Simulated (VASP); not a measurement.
# Pt4F (P1) in VASP: a series of runs

Runs on Pt4F. Level: PBE. Tasks: single point, molecular dynamics.

All numbers are computed with VASP 6.6.1; they aren't measurements. Logs are shortened: lines on timing, memory, paths and dates and some standing lists are left out, and cuts for length are marked.

## (1) The crystal as given

The typed cell holds 5 atoms: a = 3.825 Å, b = 4.763 Å, c = 4.763 Å, α = 99.28°, β = 113.68°, γ = 66.32°.

The cell was built by a generator and needn't be a form met in nature.

## (2) Single point, PBE

Contents of INCAR:

```
PREC = Accurate ; ENCUT = 520
EDIFF = 1E-6 ; ISMEAR = -1
SIGMA = 0.05 ; LREAL = F
LASPH = T ; NELM = 100
ALGO = Normal ; ISIF = 2
LWAVE = F ; LCHARG = F
GGA = PE ; NBANDS = 32
```

Contents of KPOINTS:

```
Automatic mesh
0
Gamma
  4 3 3
```

Contents of POSCAR:

```
Pt4F
1.0
    0.0000000000      0.0000000000      3.8252940000
    3.0845670000     -3.0845670000      1.9126470000
    3.0845670000      3.0845670000     -1.9126470000
Pt F
4 1
Direct
    0.3926075199      0.8000083966      0.5984407212
    0.2180678927      0.3886146743      0.8052183661
    0.6035555013      0.2005078833      0.3960799036
    0.7851865731      0.6121389161      0.1996589797
    0.0059845497     -0.0130400799      0.0061833638
```

Potentials or basis: VASP PAW PBE potentials, release 64 (Pt, F).

Started as:

```console
$ cat potpaw_PBE.64/Pt/POTCAR potpaw_PBE.64/F/POTCAR > POTCAR
$ mpirun -np 1 vasp_std > vasp.out
```

OUTCAR:

```text
PREC = Accurate
   ENCUT = 520
   EDIFF = 1E-6
   ISMEAR = -1
   LREAL = F
   LASPH = T
   NELM = 100
   ISIF = 2
   GGA = PE

 ion  position               nearest neighbor table
   1  0.393  0.800  0.598-   3 2.70   4 2.71   4 2.72   2 2.72   2 2.73   4 2.75   3 2.76   3 2.77
                             2 2.82
   2  0.218  0.389  0.805-   4 2.70   3 2.70   1 2.72   1 2.73   3 2.73   3 2.75   4 2.80   4 2.82
                             1 2.82
   3  0.604  0.201  0.396-   5 2.70   1 2.70   2 2.70   4 2.71   4 2.72   2 2.73   2 2.75   1 2.76
                             1 2.77   4 2.80
   4  0.785  0.612  0.200-   5 2.64   5 2.67   2 2.70   3 2.71   1 2.71   1 2.72   3 2.72   1 2.75
                             3 2.80   2 2.80   2 2.82
   5  0.006  0.987  0.006-   4 2.64   4 2.67   3 2.70

  LATTYP: Found a body centered tetragonal cell.
 ALAT       =     6.1691340000
 C/A-ratio  =     0.6200698510

  Lattice vectors:

 A1 = (   3.0845670000,  -3.0845670000,  -1.9126470000)
 A2 = (  -3.0845670000,   3.0845670000,  -1.9126470000)
 A3 = (   3.0845670000,   3.0845670000,   1.9126470000)

Analysis of symmetry for initial positions (statically):
=====================================================================
 Subroutine PRICEL returns:
 Original cell was already a primitive cell.

 Routine SETGRP: Setting up the symmetry group for a
 body centered tetragonal supercell.

 Subroutine GETGRP returns: Found  1 space group operations
 (whereof  1 operations were pure point group operations)
 out of a pool of 16 trial point group operations.

The static configuration has the point symmetry C_1 .

Analysis of symmetry for dynamics (positions and initial velocities):
=====================================================================
 Subroutine PRICEL returns:
 Original cell was already a primitive cell.

 Routine SETGRP: Setting up the symmetry group for a
 body centered tetragonal supercell.

 Subroutine GETGRP returns: Found  1 space group operations
 (whereof  1 operations were pure point group operations)
 out of a pool of 16 trial point group operations.

The dynamic configuration has the point symmetry C_1 .

 Subroutine INISYM returns: Found  1 space group operations
 (whereof  1 operations are pure point group operations),
 and found     1 'primitive' translations

----------------------------------------------------------------------------------------

                                     Primitive cell

  volume of cell :      72.7919

  direct lattice vectors                    reciprocal lattice vectors
     0.000000000  0.000000000  3.825294000     0.000000000  0.162097306  0.261417815
     3.084567000 -3.084567000  1.912647000     0.162097306 -0.162097306  0.000000000
     3.084567000  3.084567000 -1.912647000     0.162097306  0.162097306  0.000000000

  length of vectors
     3.825294000  4.763121424  4.763121424     0.307595206  0.229240208  0.229240208

  position of ions in fractional coordinates (direct lattice)
     0.392607520  0.800008397  0.598440721
     0.218067893  0.388614674  0.805218366
     0.603555501  0.200507883  0.396079904
     0.785186573  0.612138916  0.199658980
     0.005984550  0.986959920  0.006183364

  ion indices of the primitive-cell ions
   primitive index   ion index
                 1           1
                 2           2
                 3           3
                 4           4
                 5           5

----------------------------------------------------------------------------------------

 KPOINTS: Automatic mesh

Automatic generation of k-mesh.
 Grid dimensions read from file:
 generate k-points for:    4    3    3

 Generating k-lattice:

  Cartesian coordinates                     Fractional coordinates (reciprocal lattice)
     0.000000000  0.040524326  0.065354454     0.250000000  0.000000000  0.000000000
     0.054032435 -0.054032435  0.000000000     0.000000000  0.333333333  0.000000000
     0.054032435  0.054032435  0.000000000     0.000000000  0.000000000  0.333333333

  Length of vectors
     0.076898801  0.076413403  0.076413403

  Shift w.r.t. Gamma in fractional coordinates (k-lattice)
     0.000000000  0.000000000  0.000000000

 -----------------------------------------------------------------------------
|                                                                             |
|           W    W    AA    RRRRR   N    N  II  N    N   GGGG   !!!           |
|           W    W   A  A   R    R  NN   N  II  NN   N  G    G  !!!           |
|           W    W  A    A  R    R  N N  N  II  N N  N  G       !!!           |
|           W WW W  AAAAAA  RRRRR   N  N N  II  N  N N  G  GGG   !            |
|           WW  WW  A    A  R   R   N   NN  II  N   NN  G    G                |
|           W    W  A    A  R    R  N    N  II  N    N   GGGG   !!!           |
|                                                                             |
[... 36 lines left out ...]
   NGXF,Y,Z  is equivalent  to a cutoff of  24.34, 25.13, 25.13 a.u.
 SYSTEM =  unknown system
   PREC   = accura    normal or accurate (medium, high low for compatibility)
   ISTART =      0    job   : 0-new  1-cont  2-samecut
   ICHARG =      2    charge: 1-file 2-atom 10-const
   ISPIN  =      1    spin polarized calculation?
   LNONCOLLINEAR =      F non collinear calculations
   LSORBIT =      F    spin-orbit coupling
   LASPH  =      T    aspherical Exc in radial PAW
   ENCUT  =  520.0 eV  38.22 Ry    6.18 a.u.   7.11  8.86  8.86*2*pi/ulx,y,z
   NELM   =    100;   NELMIN=  2; NELMDL= -5     # of ELM steps
   EDIFF  = 0.1E-05   stopping-criterion for ELM
   LREAL  =      F    real-space projection
   EDIFFG = 0.1E-04   stopping-criterion for IOM
   NSW    =      0    number of steps for IOM
   IBRION =     -1    ionic relax: 0-MD 1-quasi-New 2-CG
   NFREE  =      0    steps in history (QN), initial steepest desc. (CG)
   ISIF   =      2    stress and relaxation
   ISYM   =      2    0-nonsym 1-usesym 2-fastsym
   POTIM  = 0.5000    time-step for ionic-motion
   TEBEG  =    0.0;   TEEND  =   0.0 temperature during run
   PSTRESS=    0.0 pullay stress
   NELECT =      47.0000    total number of electrons
   NUPDOWN=      -1.0000    fix difference up-down
   EMIN   =  10.00;   EMAX   =-10.00  energy-range for DOS
   EFERMI =   0.00;   METHOD = LEGACY
   ISMEAR =    -1;   SIGMA  =   0.05  broadening in eV -4-tet -1-fermi 0-gaus
   EFERMI_NEDOS =   21; number of points for ismear=-14 and -15
   IALGO  =     38    algorithm
   IMIX   =      4    mixing-type and parameters
     AMIX     =   0.40;   BMIX     =  1.00
     AMIX_MAG =   1.60;   BMIX_MAG =  1.00
  volume/ion in A,a.u.               =      14.56        98.24
  Fermi-wavevector in a.u.,A,eV,Ry     =   1.414967  2.673900 27.240662  2.002132
  Thomas-Fermi vector in A             =   2.536455
   LORBIT       =      0    0 simple, 1 ext, 2 COOP (PROOUT), +10 PAW based schemes
   GGA     = PE    functional components
   LHFCALC =     F    Hartree Fock is set to
   AEXX    =    0.0000 exact exchange contribution
   IVDW    =     0    specifies the selected vdW correction
   LEPSILON=     F    determine dielectric tensor
   LRPA    =     F    only Hartree local field effects (RPA)
 non-spin polarized calculation
  energy-cutoff  :      520.00
  volume of cell :       72.79
 maximum number of plane-waves:      1967
   NGX = 15   NGY = 17   NGZ = 17

 number of electron      46.9999997 magnetization

 Free energy of the ion-electron system (eV)
  ---------------------------------------------------
  ext. energy  EPLUGINS =         0.00000000
  ---------------------------------------------------
  free energy    TOTEN  =       -25.76315195 eV

  energy without entropy =      -25.72336794  energy(sigma->0) =      -25.74325995

 E-fermi :   8.9135     XC(G=0): -12.8432

 val. band max:        8.8685834217   @ k =   0.5000   0.0000   0.0000
 cond. band min:       8.9307853942   @ k =   0.5000   0.0000   0.0000
 fundamental gap:      0.0622019724
 Fermi energy:         8.9135207869

 k-point     1 :       0.0000    0.0000    0.0000
  band No.  band energies     occupation
      1     -13.2358      2.00000
      2       0.5425      2.00000
      3       3.1111      2.00000
      4       3.1629      2.00000
      5       3.3427      2.00000
      6       4.0001      2.00000
[... 24 lines left out ...]
     31      19.2312      0.00000
     32      19.4055      0.00000
[... 599 lines left out ...]
      2       1.3699      2.00000
      3       2.8148      2.00000
      4       3.4747      2.00000
      5       3.6935      2.00000
      6       3.7590      2.00000
[... 24 lines left out ...]
     31      18.2763      0.00000
     32      18.5883      0.00000

------------------------ aborting loop because EDIFF is reached ----------------------------------------

  FORCE on cell =-STRESS in cart. coord.  units (eV):
  Direction    XX          YY          ZZ          XY          YZ          ZX
  --------------------------------------------------------------------------------------
  -------------------------------------------------------------------------------------
  Total        1.3997224      0.9800332      1.5560903      0.0353185     -0.2645660      0.0594782
  in kB       30.8084092     21.5708946     34.2501247      0.7773732     -5.8231963      1.3091368
  external PRESSURE =      28.8764762 kB  Pullay stress =       0.0000000 kB

 VOLUME and BASIS-vectors are now :
 -----------------------------------------------------------------------------
  energy-cutoff  :      520.00
  volume of cell :       72.79
      direct lattice vectors                 reciprocal lattice vectors
     0.000000000  0.000000000  3.825294000     0.000000000  0.162097306  0.261417815
     3.084567000 -3.084567000  1.912647000     0.162097306 -0.162097306  0.000000000
     3.084567000  3.084567000 -1.912647000     0.162097306  0.162097306  0.000000000

 POSITION                                       TOTAL-FORCE (eV/Angst)
 -----------------------------------------------------------------------------------
      4.31361     -0.62175      1.88737         0.256290      0.023806      0.201387
      3.68246      1.28504      0.03736         0.172754     -0.216233     -0.431057
      1.84022      0.60325      1.93472         0.169351      0.213881     -0.193248
      2.50405     -1.27232      3.79250        -0.587796      0.149393      0.417933
      3.06342     -3.02527      1.89877        -0.010599     -0.170846      0.004984
 -----------------------------------------------------------------------------------
    total drift:                                0.000126     -0.000228     -0.000134

  FREE ENERGIE OF THE ION-ELECTRON SYSTEM (eV)
  ---------------------------------------------------
  free  energy   TOTEN  =       -25.7631519508 eV

  energy  without entropy=      -25.7233679447  energy(sigma->0) =      -25.74325995
```

It took 53 s on 1 thread of Intel Xeon Platinum 8259CL at 2.50GHz (Skylake/Cascade Lake), shared host; peak memory 0.19 GiB.

Results:

```
Free energy            : -25.7632 eV
Pressure               : 2.9 GPa
Largest force          : 0.737 eV/Å
Band gap on the k mesh : none (metal or under the smearing width)
```

Forces on the atoms (eV/Å):
```
Pt   0.256  0.024  0.201
Pt   0.173 -0.216 -0.431
Pt   0.169  0.214 -0.193
Pt  -0.588  0.149  0.418
F   -0.011 -0.171  0.005
```

Stress tensor (GPa, compression positive):
```
 3.08  0.08  0.13
 0.08  2.16 -0.58
 0.13 -0.58  3.43
```

Levels at points of the mesh, in eV from the Fermi level:
```csv
k point,band 20,band 21,band 22,band 23,band 24,band 25,band 26,band 27,band 28,band 29
"(0.00, 0.00, 0.00)",-1.32,-1.25,-0.56,-0.47,0.40,0.46,2.13,5.71,5.88,6.08
"(0.50, 0.00, 0.00)",-1.00,-0.85,-0.63,-0.34,-0.04,0.02,1.47,3.04,3.71,5.34
```

Caveat: the k mesh is coarse (spacing up to 0.48 Å⁻¹), so the values aren't converged; an odd number of electrons without spin polarisation forces a metal; a magnetic or distorted state may lie lower.

## (3) Single point, PBE

Contents of INCAR:

```
SYSTEM = Pt4F
ALGO = Fast
EDIFF = 1E-7
ENCUT = 520
GGA = PE
ISIF = 2
ISMEAR = -1
LASPH = .TRUE.
LCHARG = .FALSE.
LREAL = .FALSE.
LWAVE = .FALSE.
NBANDS = 32
NELM = 60
PREC = Accurate
SIGMA = 0.05
```

Contents of KPOINTS:

```
k-points
0
G
  4 3 3
  0 0 0
```

Contents of POSCAR:

```
Pt4F
1.0
    0.0000000000      0.0000000000      3.8252940000
    3.0845670000     -3.0845670000      1.9126470000
    3.0845670000      3.0845670000     -1.9126470000
Pt F
4 1
Direct
    0.3854814609      0.8002131255      0.5971097402
    0.2354261155      0.3775346750      0.8104096945
    0.6070404626      0.2009708332      0.3924657821
    0.7710174084      0.6236936983      0.1989562879
    0.0106235073     -0.0247702514      0.0108678139
```

Potentials or basis: VASP PAW PBE potentials, release 64 (Pt, F).

Started as:

```console
$ cat potpaw_PBE.64/Pt/POTCAR potpaw_PBE.64/F/POTCAR > POTCAR
$ mpirun -np 1 vasp_std > vasp.out
```

Wall time 67 s (1 thread of Intel Xeon Platinum 8259CL at 2.50GHz (Skylake/Cascade Lake), shared host); peak memory 0.2 GiB.

It converged, with:

- Free energy: -25.6269 eV
- Pressure: 4.0 GPa
- Largest force: 1.280 eV/Å
- Band gap on the k mesh: none (metal or under the smearing width)

Forces on the atoms (eV/Å):
```
Pt   0.242  0.276  0.440
Pt   0.098 -0.654 -0.705
Pt   0.597  0.180 -0.477
Pt  -0.903  0.521  0.743
F   -0.035 -0.322 -0.001
```

Stress tensor (GPa, compression positive):
```
 4.61 -0.07  0.48
-0.07  3.18 -0.56
 0.48 -0.56  4.16
```

Levels at points of the mesh, in eV from the Fermi level:
```tsv
k point	band 21	band 22	band 23	band 24	band 25	band 26	band 27	band 28
(0.00, 0.00, 0.00)	-1.17	-0.61	-0.43	0.35	0.44	2.06	5.66	5.88
(0.50, 0.00, 0.00)	-0.86	-0.58	-0.46	-0.07	0.01	1.51	2.98	3.90
```

Caveat: the k mesh is coarse (spacing up to 0.48 Å⁻¹), so the values aren't converged; an odd number of electrons without spin polarisation forces a metal; a magnetic or distorted state may lie lower. Spin-orbit coupling is left out, which matters for the levels of Pt.

## (4) Single point, PBE

Contents of INCAR:

```
SYSTEM = Pt4F
PREC     = Accurate       ! precision mode
ENCUT    = 520            ! plane-wave cutoff, eV
EDIFF    = 1E-6           ! SCF threshold, eV
ISMEAR   = -1             ! smearing method
SIGMA    = 0.05           ! smearing width, eV
LREAL    = .False.        ! projectors in reciprocal space
LASPH    = .True.         ! aspherical terms in the spheres
NELM     = 100            ! most SCF steps
ALGO     = Normal         ! electronic algorithm
ISIF     = 2              ! what is computed and relaxed
LWAVE    = .False.        ! write WAVECAR
LCHARG   = .True.         ! write CHGCAR
GGA      = PE             ! functional
LELF     = .True.         ! ELF
LVHAR    = .True.       
NBANDS   = 32             ! bands
```

Contents of KPOINTS:

```
regular mesh
0
Gamma
  4 3 3
  0 0 0
```

Contents of POSCAR:

```
Pt4F
1.0
    0.0000000000      0.0000000000      3.8252940000
    3.0845670000     -3.0845670000      1.9126470000
    3.0845670000      3.0845670000     -1.9126470000
Pt F
4 1
Direct
    0.3791307392      0.8004008342      0.5961961598
    0.2513613304      0.3670570294      0.8151627117
    0.6100657741      0.2017544116      0.3894711964
    0.7582121641      0.6341133131      0.1979389652
    0.0126305537     -0.0341498499      0.0126395374
```

Started as:

```console
$ cat potpaw_PBE.64/Pt/POTCAR potpaw_PBE.64/F/POTCAR > POTCAR
$ mpirun -np 1 vasp_std > vasp.out
```

It took 56 s on 1 thread of Intel Xeon Platinum 8259CL at 2.50GHz (Skylake/Cascade Lake), shared host; peak memory 0.19 GiB.

It converged, with:

| Item | Value |
| --- | --- |
| Free energy | -25.4440 eV |
| Pressure | 5.7 GPa |
| Largest force | 1.635 eV/Å |
| Band gap on the k mesh | none (metal or under the smearing width) |

Forces on the atoms (eV/Å):
```
Pt   0.218  0.482  0.558
Pt  -0.005 -1.025 -0.803
Pt   0.930  0.142 -0.665
Pt  -1.084  0.820  0.909
F   -0.059 -0.418  0.002
```

Stress tensor (GPa, compression positive):
```
 6.79 -0.47  0.79
-0.47  4.91 -0.25
 0.79 -0.25  5.28
```

Levels at points of the mesh, in eV from the Fermi level:
| k point | band 19 | band 20 | band 21 | band 22 | band 23 | band 24 | band 25 | band 26 | band 27 | band 28 |
| --- | --- | --- | --- | --- | --- | --- | --- | --- | --- | --- |
| (0.00, 0.00, 0.00) | -1.49 | -1.34 | -1.08 | -0.66 | -0.40 | 0.31 | 0.41 | 2.00 | 5.61 | 5.88 |
| (0.50, 0.00, 0.00) | -1.66 | -1.21 | -0.88 | -0.61 | -0.54 | -0.08 | 0.02 | 1.55 | 2.93 | 4.07 |

Caveat: the k mesh is coarse (spacing up to 0.48 Å⁻¹), so the values aren't converged; an odd number of electrons without spin polarisation forces a metal; a magnetic or distorted state may lie lower. The run has no spin-orbit coupling, so splittings on Pt are missing.

## (5) Molecular dynamics, PBE

Contents of INCAR:

```
PREC = Accurate
ENCUT = 520
EDIFF = 1E-5
ISMEAR = -1
SIGMA = 0.05
LREAL = False
LASPH = True
NELM = 60
ALGO = Fast
ISIF = 2
LWAVE = False
LCHARG = False
GGA = PE
NBANDS = 32
IBRION = 0
NSW = 40
POTIM = 0.5
TEBEG = 2000.0
TEEND = 2000.0
ISYM = 0
NELMIN = 4
RANDOM_SEED = 108945 0 0
MDALGO = 1
ANDERSEN_PROB = 0.0
```

Contents of KPOINTS:

```
Automatic mesh
0
Gamma
  4 3 3
```

Contents of POSCAR:

```
Pt4F
1.0
    0.0000000000      0.0000000000      3.8252940000
    3.0845670000     -3.0845670000      1.9126470000
    3.0845670000      3.0845670000     -1.9126470000
Pt F
4 1
Direct
    0.4000000000      0.8000000000      0.6000000000
    0.2000000000      0.4000000000      0.8000000000
    0.6000000000      0.2000000000      0.4000000000
    0.8000000000      0.6000000000      0.2000000000
    0.0000000000      0.0000000000      0.0000000000
```

Started as:

```console
$ cat potpaw_PBE.64/Pt/POTCAR potpaw_PBE.64/F/POTCAR > POTCAR
$ mpirun -np 1 vasp_std > vasp.out
```

It took 9.4 min on 1 thread of Intel Xeon Platinum 8259CL at 2.50GHz (Skylake/Cascade Lake), shared host; peak memory 0.25 GiB.

Step by step:
| step | potential energy change (eV) | largest force (eV/Å) | pressure (GPa) | volume (Å³) | temperature (K) |
| --- | --- | --- | --- | --- | --- |
| 1 | 0.0000 | 0.3846 | 2.82 | 72.79 | 2000 |
| 2 | 0.0000 | 0.4151 | 2.84 | 72.79 | 2000 |
| 3 | 0.0003 | 0.4353 | 2.85 | 72.79 | 1999 |
| 4 | 0.0010 | 0.4612 | 2.85 | 72.79 | 1998 |
| 5 | 0.0022 | 0.4902 | 2.88 | 72.79 | 1996 |
| 6 | 0.0036 | 0.5181 | 2.90 | 72.79 | 1993 |
| 7 | 0.0055 | 0.5457 | 2.93 | 72.79 | 1989 |
| 8 | 0.0077 | 0.5751 | 2.96 | 72.79 | 1985 |
| 9 | 0.0103 | 0.6045 | 2.99 | 72.79 | 1980 |
| 10 | 0.0132 | 0.6342 | 3.04 | 72.79 | 1974 |
| 11 | 0.0165 | 0.6633 | 3.08 | 72.79 | 1968 |
| 12 | 0.0202 | 0.6932 | 3.13 | 72.79 | 1961 |
| 13 | 0.0242 | 0.7231 | 3.17 | 72.79 | 1953 |
| 14 | 0.0286 | 0.7533 | 3.23 | 72.79 | 1945 |
| 15 | 0.0333 | 0.7833 | 3.29 | 72.79 | 1936 |
| 16 | 0.0383 | 0.8136 | 3.35 | 72.79 | 1926 |
| 17 | 0.0437 | 0.8441 | 3.42 | 72.79 | 1916 |
| 18 | 0.0494 | 0.8741 | 3.49 | 72.79 | 1905 |
| 19 | 0.0554 | 0.9044 | 3.56 | 72.79 | 1893 |
| 20 | 0.0617 | 0.9353 | 3.64 | 72.79 | 1881 |
| 21 | 0.0684 | 0.9656 | 3.71 | 72.79 | 1868 |
| 22 | 0.0753 | 0.9960 | 3.80 | 72.79 | 1854 |
| 23 | 0.0826 | 1.0267 | 3.88 | 72.79 | 1840 |
| 24 | 0.0902 | 1.0571 | 3.97 | 72.79 | 1826 |
| 25 | 0.0980 | 1.0875 | 4.07 | 72.79 | 1811 |
| 26 | 0.1062 | 1.1179 | 4.16 | 72.79 | 1795 |
| 27 | 0.1146 | 1.1479 | 4.26 | 72.79 | 1779 |
| 28 | 0.1232 | 1.1783 | 4.36 | 72.79 | 1762 |
| 29 | 0.1322 | 1.2085 | 4.47 | 72.79 | 1745 |
| 30 | 0.1414 | 1.2383 | 4.57 | 72.79 | 1727 |
| 31 | 0.1508 | 1.2681 | 4.69 | 72.79 | 1709 |
| 32 | 0.1605 | 1.2979 | 4.80 | 72.79 | 1690 |
| 33 | 0.1704 | 1.3272 | 4.92 | 72.79 | 1671 |
| 34 | 0.1805 | 1.3566 | 5.03 | 72.79 | 1651 |
| 35 | 0.1909 | 1.3859 | 5.16 | 72.79 | 1631 |
| 36 | 0.2014 | 1.4149 | 5.27 | 72.79 | 1611 |
| 37 | 0.2122 | 1.4434 | 5.40 | 72.79 | 1590 |
| 38 | 0.2231 | 1.4717 | 5.52 | 72.79 | 1569 |
| 39 | 0.2342 | 1.4999 | 5.66 | 72.79 | 1547 |
| 40 | 0.2455 | 1.5279 | 5.78 | 72.79 | 1526 |

Caveat: the k mesh is coarse (spacing up to 0.48 Å⁻¹), so the values aren't converged. The run has no spin-orbit coupling, so splittings on Pt are missing.
